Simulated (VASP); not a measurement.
Si, 2 atoms in the cell. Symmetry: Fd-3m, No. 227, cubic system. Conventional cell: a = 5.440 Å, b = 5.440 Å, c = 5.440 Å, α = 90.00°, β = 90.00°, γ = 90.00°. Around Si (site symmetry -43m) lie 4 Si at 2.36 Å. The cell was built by a generator and needn't be a form met in nature.

* Program: VASP 6.6.1
* Task: relaxation of cell and atoms
* Functional: r2SCAN
* Potentials or basis: VASP PAW PBE potentials, release 64 (Si)
* Cutoff: 600 eV
* k mesh: 10 × 10 × 10
* Occupations: gaussian, width 0.02 eV
* Spin: no spin polarisation
* Dipole correction: no
* Further INCAR settings: ALGO = Normal; EDIFF = 1e-06; IBRION = 2; EDIFFG = -0.002; NSW = 100; ISIF = 3

Potentials or basis: VASP PAW PBE potentials, release 64 (Si).

Launch:

```console
$ cat potpaw_PBE.64/Si/POTCAR > POTCAR
$ cp INCAR.step1 INCAR
$ mpirun -np 1 vasp_std > vasp.out
$ cp INCAR.step2 INCAR
$ mpirun -np 1 vasp_std > vasp.out
```

Hardware: 1 thread of Intel(R) Xeon(R) 6975P-C (Granite Rapids), with other jobs on the host.

Question: Estimate the wall time of this run.

Answer: Wall time 23 s on 1 thread of Intel(R) Xeon(R) 6975P-C (Granite Rapids) (shared host), peak memory 0.17 GiB. Counts: scf iterations 8, k points 47, ion steps 1.
